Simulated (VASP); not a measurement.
Input of a VASP 6.6.1 run:

INCAR

```
SYSTEM = Al3Si2F
  PREC = Normal
  ENCUT = 520
  EDIFF = 1E-4
  ISMEAR = 0
  SIGMA = 0.15
  LREAL = .FALSE.
  LASPH = .TRUE.
  NELM = 60
  ALGO = Fast
  ISIF = 3
  LWAVE = .FALSE.
  LCHARG = .FALSE.
  GGA = PE
  IBRION = 2
  NSW = 24
  EDIFFG = -0.08
```

File KPOINTS:

```
Automatic mesh
0
G
  5 5 5
  0 0 0
```

Contents of POSCAR:

```
Al3Si2F
1.0
   -1.7075000000      2.4150000000      5.1250000000
    1.7075000000     -2.4150000000      5.1250000000
    1.7075000000      2.4150000000     -5.1250000000
Al Si F
3 2 1
Direct
    0.8333000000      0.3333000000      0.5000000000
    0.1667000000      0.6667000000      0.5000000000
    0.5000000000      0.0000000000      0.5000000000
    0.6667000000      0.6667000000      0.0000000000
    0.3333000000      0.3333000000      0.0000000000
    0.0000000000      0.0000000000      0.0000000000
```

Potentials or basis: VASP PAW PBE potentials, release 64 (Al, Si, F).

Command:

```console
$ cat potpaw_PBE.64/Al/POTCAR potpaw_PBE.64/Si/POTCAR potpaw_PBE.64/F/POTCAR > POTCAR
$ mpirun -np 1 vasp_std > vasp.out
```

What does it give for the band gap on the k mesh?

None (metal or under the smearing width).

Estimate the space group after relaxing (to 0.05 Å).

Immm (No. 71).

What does it give for the relaxed volume?

16.71 Å³/atom.

Predict the relaxed cell.

a = 6.438 Å, b = 6.438 Å, c = 6.438 Å, α = 147.83°, β = 134.67°, γ = 56.67°.

Step by step:
```csv
step,energy change (eV),largest force (eV/Å),pressure (GPa),volume (Å³)
1,0.0000,1.0027,18.61,84.53
2,-0.7039,0.1935,-4.93,106.15
3,-0.8095,0.1972,-0.21,99.41
4,-0.8094,0.1974,-0.40,99.73
5,-0.8203,0.1522,-0.18,99.54
6,-0.8227,0.1223,-0.01,99.39
7,-0.8259,0.0998,0.10,99.33
8,-0.8300,0.1023,0.23,99.14
9,-0.8331,0.0912,0.19,99.48
10,-0.8384,0.0483,-0.65,100.48
11,-0.8401,0.0283,-0.31,100.28
```

Caveat: the k mesh is coarse (spacing up to 0.45 Å⁻¹), so the values aren't converged; the volume moved by over 15 % at a fixed basis, so the end points are rough.
